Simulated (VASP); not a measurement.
OSZICAR of a VASP run on PtS2 (space group P-3m1):

### OSZICAR
```
       N       E                     dE             d eps       ncg     rms          rms(c)
DAV:   1     0.117589102412E+03    0.11759E+03   -0.95971E+03   608   0.118E+03
DAV:   2    -0.108122700375E+02   -0.12840E+03   -0.12549E+03   775   0.239E+02
DAV:   3    -0.167595912539E+02   -0.59473E+01   -0.59042E+01   775   0.564E+01
DAV:   4    -0.168440137789E+02   -0.84423E-01   -0.84400E-01   755   0.714E+00
DAV:   5    -0.168461346080E+02   -0.21208E-02   -0.21208E-02   796   0.109E+00    0.175E+01
DAV:   6    -0.157261121863E+02    0.11200E+01   -0.79824E+00   635   0.291E+01    0.115E+01
DAV:   7    -0.154887332383E+02    0.23738E+00   -0.14312E+00   635   0.133E+01    0.551E+00
DAV:   8    -0.154720745025E+02    0.16659E-01   -0.10160E-01   768   0.232E+00    0.119E+00
DAV:   9    -0.154663669865E+02    0.57075E-02   -0.16513E-02   712   0.146E+00    0.269E-01
DAV:  10    -0.154666657032E+02   -0.29872E-03   -0.26509E-03   782   0.368E-01    0.857E-02
DAV:  11    -0.154667049060E+02   -0.39203E-04   -0.75734E-05   791   0.837E-02    0.457E-02
DAV:  12    -0.154667093093E+02   -0.44033E-05   -0.15443E-05   719   0.365E-02    0.136E-02
DAV:  13    -0.154667103582E+02   -0.10490E-05   -0.27127E-06   739   0.131E-02    0.451E-03
DAV:  14    -0.154667106808E+02   -0.32251E-06   -0.33218E-07   510   0.482E-03
   1 F= -.15466711E+02 E0= -.15466711E+02  d E =-.154667E+02
```

**Question.** Which electronic solver shows in the log?

**Answer.** It is blocked Davidson (ALGO = Normal, or the opening steps of other solvers). The INCAR had ALGO = Normal.

**Question.** Can the final energy be trusted as converged?

**Answer.** The run converged. It stopped with EDIFF = 1E-6, NELM = 100, NSW = 60 and EDIFFG = -0.02 after 1 ionic step (PBE GGA, plane waves, VASP's PBE PAW potentials (set 64)). Without a dispersion term in the relaxation, distances and binding between the weakly bound layers, chains or molecules are unreliable, and so is what depends on them.

The structure comes from a computed database's PtS2 entry (P-3m1); how it stands against other phases isn't given here. It was relaxed first, which changed the volume by +16 %. The start is the result of an earlier pass.
